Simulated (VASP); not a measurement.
# BeB (F-43m) in VASP: single point with PBE

Aim: the single point of BeB with PBE.

Program: VASP 6.6.1. These are calculated values, not measurements. Logs are shortened: lines on timing, memory, paths and dates and some standing lists are left out, and cuts for length are marked.

## Step 1: The structure

The structure is cubic, space group F-43m (No. 216). Conventional cell: a = 3.911 Å, b = 3.911 Å, c = 3.911 Å, α = 90.00°, β = 90.00°, γ = 90.00°. B (site symmetry -43m) has 4 Be at 1.69 Å as nearest neighbours. Be (site symmetry -43m) is surrounded by 4 B at 1.69 Å.

The cell was built by a generator and needn't be a form met in nature.

## Step 2: Single point, PBE

Input file INCAR:

```
  PREC = Accurate
  ENCUT = 520
  EDIFF = 1E-6
  ISMEAR = -1
  SIGMA = 0.1
  LREAL = False
  LASPH = True
  NELM = 60
  ALGO = Fast
  ISIF = 2
  LWAVE = False
  LCHARG = False
  GGA = PE
  NBANDS = 10
```

Input file KPOINTS:

```
Automatic mesh
0
Gamma
  15 15 15
```

Input file POSCAR:

```
BeB
1.0
    0.0000000000      1.9552870000      1.9552870000
    1.9552870000      0.0000000000      1.9552870000
    1.9552870000      1.9552870000      0.0000000000
B Be
1 1
Direct
    0.0000000000      0.0000000000      0.0000000000
    0.2500000000      0.2500000000      0.2500000000
```

Potentials or basis: VASP PAW PBE potentials, release 64 (B, Be).

On the command line:

```sh
cat potpaw_PBE.64/B/POTCAR potpaw_PBE.64/Be/POTCAR > POTCAR
mpirun -np 1 vasp_std > vasp.out
```

OUTCAR:

```text
PREC = Accurate
   ENCUT = 520
   EDIFF = 1E-6
   ISMEAR = -1
   LREAL = False
   LASPH = True
   NELM = 60
   ISIF = 2
   GGA = PE

 ion  position               nearest neighbor table
   1  0.000  0.000  0.000-   2 1.69   2 1.69   2 1.69   2 1.69
   2  0.250  0.250  0.250-   1 1.69   1 1.69   1 1.69   1 1.69

  LATTYP: Found a face centered cubic cell.
 ALAT       =     3.9105740000

  Lattice vectors:

 A1 = (   0.0000000000,   1.9552870000,   1.9552870000)
 A2 = (   1.9552870000,   0.0000000000,   1.9552870000)
 A3 = (   1.9552870000,   1.9552870000,   0.0000000000)

Analysis of symmetry for initial positions (statically):
=====================================================================
 Subroutine PRICEL returns:
 Original cell was already a primitive cell.

 Routine SETGRP: Setting up the symmetry group for a
 face centered cubic supercell.

 Subroutine GETGRP returns: Found 24 space group operations
 (whereof 24 operations were pure point group operations)
 out of a pool of 48 trial point group operations.

The static configuration has the point symmetry T_d .

Analysis of symmetry for dynamics (positions and initial velocities):
=====================================================================
 Subroutine PRICEL returns:
 Original cell was already a primitive cell.

 Routine SETGRP: Setting up the symmetry group for a
 face centered cubic supercell.

 Subroutine GETGRP returns: Found 24 space group operations
 (whereof 24 operations were pure point group operations)
 out of a pool of 48 trial point group operations.

The dynamic configuration has the point symmetry T_d .

 Subroutine INISYM returns: Found 24 space group operations
 (whereof 24 operations are pure point group operations),
 and found     1 'primitive' translations

----------------------------------------------------------------------------------------

                                     Primitive cell

  volume of cell :      14.9507

  direct lattice vectors                    reciprocal lattice vectors
     0.000000000  1.955287000  1.955287000    -0.255716936  0.255716936  0.255716936
     1.955287000  0.000000000  1.955287000     0.255716936 -0.255716936  0.255716936
     1.955287000  1.955287000  0.000000000     0.255716936  0.255716936 -0.255716936

  length of vectors
     2.765193394  2.765193394  2.765193394     0.442914725  0.442914725  0.442914725

  position of ions in fractional coordinates (direct lattice)
     0.000000000  0.000000000  0.000000000
     0.250000000  0.250000000  0.250000000

  ion indices of the primitive-cell ions
   primitive index   ion index
                 1           1
                 2           2

----------------------------------------------------------------------------------------

 KPOINTS: Automatic mesh

Automatic generation of k-mesh.
 Grid dimensions read from file:
 generate k-points for:   15   15   15

 Generating k-lattice:

  Cartesian coordinates                     Fractional coordinates (reciprocal lattice)
    -0.017047796  0.017047796  0.017047796     0.066666667  0.000000000  0.000000000
     0.017047796 -0.017047796  0.017047796     0.000000000  0.066666667  0.000000000
     0.017047796  0.017047796 -0.017047796     0.000000000  0.000000000  0.066666667

  Length of vectors
     0.029527648  0.029527648  0.029527648

  Shift w.r.t. Gamma in fractional coordinates (k-lattice)
     0.000000000  0.000000000  0.000000000

 Subroutine IBZKPT returns following result:
 ===========================================

 Found    120 irreducible k-points:

 Following reciprocal coordinates:
            Coordinates               Weight
  0.000000  0.000000  0.000000      1.000000
  0.066667  0.000000  0.000000      8.000000
  0.133333  0.000000  0.000000      8.000000
  0.200000  0.000000  0.000000      8.000000
  0.266667  0.000000  0.000000      8.000000
  0.333333  0.000000  0.000000      8.000000
[... 16 lines left out ...]
  0.133333  0.133333  0.000000      6.000000
  0.200000  0.133333  0.000000     24.000000
 [... further k-points ...]
   k-points           NKPTS =    120   k-points in BZ     NKDIM =    120   number of bands    NBANDS=     10
   number of dos      NEDOS =    301   number of ions     NIONS =      2
   total plane-waves  NPLWV =  13824
   dimension x,y,z NGX =    24 NGY =   24 NGZ =   24
   dimension x,y,z NGXF=    48 NGYF=   48 NGZF=   48
   ions per type =               1   1
   NGX,Y,Z   is equivalent  to a cutoff of  14.43, 14.43, 14.43 a.u.
   NGXF,Y,Z  is equivalent  to a cutoff of  28.86, 28.86, 28.86 a.u.
 SYSTEM =  unknown system
   PREC   = accura    normal or accurate (medium, high low for compatibility)
   ISTART =      0    job   : 0-new  1-cont  2-samecut
   ICHARG =      2    charge: 1-file 2-atom 10-const
   ISPIN  =      1    spin polarized calculation?
   LNONCOLLINEAR =      F non collinear calculations
   LSORBIT =      F    spin-orbit coupling
   LASPH  =      T    aspherical Exc in radial PAW
   ENCUT  =  520.0 eV  38.22 Ry    6.18 a.u.   5.14  5.14  5.14*2*pi/ulx,y,z
   NELM   =     60;   NELMIN=  2; NELMDL= -5     # of ELM steps
   EDIFF  = 0.1E-05   stopping-criterion for ELM
   LREAL  =      F    real-space projection
   EDIFFG = 0.1E-04   stopping-criterion for IOM
   NSW    =      0    number of steps for IOM
   IBRION =     -1    ionic relax: 0-MD 1-quasi-New 2-CG
   NFREE  =      0    steps in history (QN), initial steepest desc. (CG)
   ISIF   =      2    stress and relaxation
   ISYM   =      2    0-nonsym 1-usesym 2-fastsym
   POTIM  = 0.5000    time-step for ionic-motion
   TEBEG  =    0.0;   TEEND  =   0.0 temperature during run
   PSTRESS=    0.0 pullay stress
   NELECT =       5.0000    total number of electrons
   NUPDOWN=      -1.0000    fix difference up-down
   EMIN   =  10.00;   EMAX   =-10.00  energy-range for DOS
   EFERMI =   0.00;   METHOD = LEGACY
   ISMEAR =    -1;   SIGMA  =   0.10  broadening in eV -4-tet -1-fermi 0-gaus
   EFERMI_NEDOS =   21; number of points for ismear=-14 and -15
   IALGO  =     68    algorithm
   IMIX   =      4    mixing-type and parameters
     AMIX     =   0.40;   BMIX     =  1.00
     AMIX_MAG =   1.60;   BMIX_MAG =  1.00
  volume/ion in A,a.u.               =       7.48        50.45
  Fermi-wavevector in a.u.,A,eV,Ry     =   1.136347  2.147385 17.568994  1.291285
  Thomas-Fermi vector in A             =   2.273052
   LORBIT       =      0    0 simple, 1 ext, 2 COOP (PROOUT), +10 PAW based schemes
   GGA     = PE    functional components
   LHFCALC =     F    Hartree Fock is set to
   AEXX    =    0.0000 exact exchange contribution
   IVDW    =     0    specifies the selected vdW correction
   LEPSILON=     F    determine dielectric tensor
   LRPA    =     F    only Hartree local field effects (RPA)
 non-spin polarized calculation
 RMM-DIIS sequential band-by-band and
  energy-cutoff  :      520.00
  volume of cell :       14.95
 maximum number of plane-waves:       419
 NGX is ok and might be reduce to    24
   NGX = 11   NGY = 11   NGZ = 11

 number of electron       5.0000000 magnetization

 Free energy of the ion-electron system (eV)
  ---------------------------------------------------
  ext. energy  EPLUGINS =         0.00000000
  ---------------------------------------------------
  free energy    TOTEN  =        -6.22224863 eV

  energy without entropy =       -6.18974064  energy(sigma->0) =       -6.20599464

 E-fermi :   5.3329     XC(G=0): -11.1707

 val. band max:        5.3264720989   @ k =   0.2667   0.0667   0.0000
 cond. band min:       5.3636110816   @ k =  -0.4000   0.2667   0.1333
 fundamental gap:      0.0371389828
 Fermi energy:         5.3328948563

 k-point     1 :       0.0000    0.0000    0.0000
  band No.  band energies     occupation
      1      -6.7589      2.00000
      2      10.6005      0.00000
      3      10.6005      0.00000
      4      10.6005      0.00000
      5      16.2130      0.00000
      6      16.2130      0.00000
      7      16.2130      0.00000
      8      24.2694      0.00000
      9      29.6383      0.00000
     10      29.6431      0.00000

 k-point     2 :       0.0667    0.0000    0.0000
  band No.  band energies     occupation
      1      -6.6622      2.00000
      2       9.9161      0.00000
      3      10.4291      0.00000
      4      10.4291      0.00000
      5      16.4601      0.00000
      6      16.4601      0.00000
      7      16.7348      0.00000
      8      24.2838      0.00000
      9      28.0318      0.00000
     10      28.0334      0.00000

 k-point     3 :       0.1333    0.0000    0.0000
  band No.  band energies     occupation
      1      -6.3723      2.00000
      2       8.3733      0.00000
      3      10.0147      0.00000
      4      10.0147      0.00000
      5      17.0417      0.00000
      6      17.0417      0.00000
      7      17.8006      0.00000
      8      24.1756      0.00000
      9      26.6752      0.00000
     10      26.6752      0.00000

 k-point     4 :       0.2000    0.0000    0.0000
  band No.  band energies     occupation
      1      -5.8911      2.00000
      2       6.5424      0.00001
      3       9.5270      0.00000
      4       9.5270      0.00000
      5      17.6102      0.00000
      6      17.6102      0.00000
      7      18.8830      0.00000
      8      23.7538      0.00000
      9      26.0629      0.00000
     10      26.0629      0.00000
[... 222 lines left out ...]
 k-point    22 :      -0.0667    0.0667    0.0000
  band No.  band energies     occupation
      1      -6.5010      2.00000
      2       9.3059      0.00000
      3       9.5561      0.00000
      4      10.4906      0.00000
      5      16.4758      0.00000
      6      17.1504      0.00000
      7      17.4084      0.00000
      8      24.1280      0.00000
      9      26.3249      0.00000
     10      27.3322      0.00000

 k-point    23 :       0.1333    0.1333    0.0000
  band No.  band energies     occupation
      1      -6.2426      2.00000
      2       8.8881      0.00000
      3       8.8881      0.00000
      4       9.7060      0.00000
      5      15.8971      0.00000
      6      18.5312      0.00000
      7      18.5312      0.00000
      8      21.9045      0.00000
      9      26.1221      0.00000
     10      30.3337      0.00000

 k-point    24 :       0.2000    0.1333    0.0000
  band No.  band energies     occupation
      1      -5.8883      2.00000
      2       7.6839      0.00000
      3       8.3046      0.00000
      4       9.4332      0.00000
      5      15.9740      0.00000
      6      19.3893      0.00000
      7      19.4158      0.00000
      8      20.8024      0.00000
      9      26.5411      0.00000
     10      29.6652      0.00000

 [... further k-points ...]

------------------------ aborting loop because EDIFF is reached ----------------------------------------

  FORCE on cell =-STRESS in cart. coord.  units (eV):
  Direction    XX          YY          ZZ          XY          YZ          ZX
  --------------------------------------------------------------------------------------
  -------------------------------------------------------------------------------------
  Total        6.2327257      6.2327257      6.2327257      0.0000000      0.0000000     -0.0000000
  in kB      667.9240238    667.9240238    667.9240238      0.0000000      0.0000000     -0.0000000
  external PRESSURE =     667.9240238 kB  Pullay stress =       0.0000000 kB

 VOLUME and BASIS-vectors are now :
 -----------------------------------------------------------------------------
  energy-cutoff  :      520.00
  volume of cell :       14.95
      direct lattice vectors                 reciprocal lattice vectors
     0.000000000  1.955287000  1.955287000    -0.255716936  0.255716936  0.255716936
     1.955287000  0.000000000  1.955287000     0.255716936 -0.255716936  0.255716936
     1.955287000  1.955287000  0.000000000     0.255716936  0.255716936 -0.255716936

 POSITION                                       TOTAL-FORCE (eV/Angst)
 -----------------------------------------------------------------------------------
      0.00000      0.00000      0.00000        -0.000000     -0.000000     -0.000000
      0.97764      0.97764      0.97764         0.000000      0.000000      0.000000
 -----------------------------------------------------------------------------------
    total drift:                                0.000000      0.000000      0.000000

  FREE ENERGIE OF THE ION-ELECTRON SYSTEM (eV)
  ---------------------------------------------------
  free  energy   TOTEN  =        -6.2222486304 eV

  energy  without entropy=       -6.1897406414  energy(sigma->0) =       -6.20599464
```

Run time: 15 s. Hardware: 1 thread of Intel Xeon Platinum 8488C (Sapphire Rapids), shared host; peak memory 0.13 GiB.

Results:

| Quantity | Value |
| --- | --- |
| Free energy | -6.2222 eV |
| Pressure | 66.8 GPa |
| Band gap on the k mesh | none (metal or under the smearing width) |

Caveat: a pressure of tens of GPa on the cell as given is suspect, and the run, the potentials or the cell itself is likely at fault.
